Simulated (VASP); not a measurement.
Computed with optB86b-vdW, VASP's PBE PAW potentials (set 64) (plane waves; VASP).

The input files of a VASP run:

**POSCAR**
```
GaAs
1
    0.0000000000     2.9096532830     2.9096532830
    2.9096532830     0.0000000000     2.9096532830
    2.9096532830     2.9096532830     0.0000000000
Ga As
1 1
Direct
  0.0000000000   0.0000000000   0.0000000000
  0.2500000000   0.2500000000   0.2500000000
```

INCAR:
```
LASPH=.TRUE.   ! aspherical one-centre terms
ALGO=Normal   ! blocked Davidson
LCHARG=.FALSE.
LWAVE=.FALSE.
SIGMA=0.05
PREC=Accurate
LMAXMIX=4
PARAM2=1.0
PARAM1=0.1234
EDIFF=1E-7
LREAL=.FALSE.
LUSE_VDW=.TRUE.
SYSTEM=GaAs
AGGAC=0.0
ISIF=2   ! forces and stress, cell fixed
NELM=100   ! most electronic steps
ENCUT=520
GGA=MK
ISMEAR=0
```

### KPOINTS
```
Automatic mesh
0
Gamma
8 8 8
0 0 0
```

POTCAR, in this order: Ga_d As (PBE.64 set). Program: vasp_std.

The run wrote:

File OSZICAR:
```
       N       E                     dE             d eps       ncg     rms          rms(c)
DAV:   1     0.846695395728E+02    0.84670E+02   -0.91161E+03   754   0.182E+03
DAV:   2     0.259680902309E+01   -0.82073E+02   -0.79471E+02   809   0.314E+02
DAV:   3    -0.344944670865E+01   -0.60463E+01   -0.60173E+01   939   0.737E+01
DAV:   4    -0.355596059368E+01   -0.10651E+00   -0.10646E+00   897   0.107E+01
DAV:   5    -0.355783378930E+01   -0.18732E-02   -0.18730E-02   884   0.116E+00    0.258E+00
DAV:   6    -0.342777594056E+01    0.13006E+00   -0.25210E-01  1151   0.854E+00    0.153E+00
DAV:   7    -0.341151852226E+01    0.16257E-01   -0.60043E-02   924   0.182E+00    0.531E-01
DAV:   8    -0.341166404794E+01   -0.14553E-03   -0.83327E-03   834   0.120E+00    0.785E-02
DAV:   9    -0.341194008329E+01   -0.27604E-03   -0.88834E-04   898   0.425E-01    0.514E-02
DAV:  10    -0.341198417215E+01   -0.44089E-04   -0.54276E-05   951   0.770E-02    0.286E-02
DAV:  11    -0.341201961882E+01   -0.35447E-04   -0.48005E-05   799   0.621E-02    0.280E-03
DAV:  12    -0.341201992729E+01   -0.30847E-06   -0.73543E-07   914   0.127E-02    0.135E-03
DAV:  13    -0.341202025416E+01   -0.32687E-06   -0.32463E-07   809   0.465E-03    0.424E-04
DAV:  14    -0.341202025194E+01    0.22237E-08   -0.35987E-09   532   0.861E-04
   1 F= -.34120203E+01 E0= -.34119449E+01  d E =-.150647E-03
```

File OUTCAR:
```
------------------------ aborting loop because EDIFF is reached ----------------------------------------
  FORCE on cell =-STRESS in cart. coord.  units (eV):
  Direction    XX          YY          ZZ          XY          YZ          ZX
  --------------------------------------------------------------------------------------
  Total       -0.9806002     -0.9806002     -0.9806002     -0.0000000      0.0000000      0.0000000
  in kB      -31.8895822    -31.8895822    -31.8895822     -0.0000000      0.0000000      0.0000000
  external PRESSURE =     -31.8895822 kB  Pullay stress =       0.0000000 kB
  volume of cell :       49.27
      direct lattice vectors                 reciprocal lattice vectors
     0.000000000  2.909653283  2.909653283    -0.171841780  0.171841780  0.171841780
     2.909653283  0.000000000  2.909653283     0.171841780 -0.171841780  0.171841780
     2.909653283  2.909653283  0.000000000     0.171841780  0.171841780 -0.171841780
  FREE ENERGIE OF THE ION-ELECTRON SYSTEM (eV)
  ---------------------------------------------------
  free  energy   TOTEN  =        -3.4120202519 eV

  energy  without entropy=       -3.4118696051  energy(sigma->0) =       -3.41194493
```
(Selected blocks of OUTCAR.)

The compound is GaAs in the zinc blende structure. This cell is one point of a volume scan, at 1.06 of the reference volume.
